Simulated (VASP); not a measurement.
Data:

```
BiDy
1.0
    4.37885     0.00000     0.00000
   -2.18942     3.79219     0.00000
    0.00000     0.00000     7.47990
Dy Bi
2 2
Direct
  0.00000   0.00000   0.00000
  0.00000   0.00000   0.50000
  0.33333   0.66667   0.25000
  0.66667   0.33333   0.75000
```

Computed with PBEsol GGA, VASP's PBE PAW potentials (set 64) (plane waves; VASP). Run with 480 eV cut-off, 8×8×4 Γ-centred mesh, first-order Methfessel-Paxton smearing of 0.10 eV, potentials Dy_3 Bi_d.

The 4f electrons are frozen in the core of the lanthanide potential, so 4f levels, which can set the real gap, and their magnetism are missing. Energy and stress use the plane-wave basis of the starting cell.

**Question.** The ions, cell shape and volume at an external pressure of 15.0 GPa are relaxed. Give the cell that the relaxation ends in.

**Answer.** 
```
BiDy
1.0
    4.05297     0.00000     0.00000
   -2.02649     3.50998     0.00000
    0.00000     0.00000     7.28943
Dy Bi
2 2
Direct
  0.00000   0.00000   0.00000
  0.00000   0.00000   0.50000
  0.33333   0.66667   0.25000
  0.66667   0.33333   0.75000
```
Space group P6_3/mmc (194), at a tolerance of 0.03 Å.

**Question.** How do energy and volume change from the first to the last step?

**Answer.** The energy (σ→0) changes by +208.1 meV/atom and the volume by -16.5 %, in 11 ionic steps.

The structure was generated: DyBi was put into the NiAs type (P6_3/mmc), which need not be its known phase. This run relaxes it under an external pressure of 15 GPa. Symmetry was kept, so distortions that lower it aren't found.
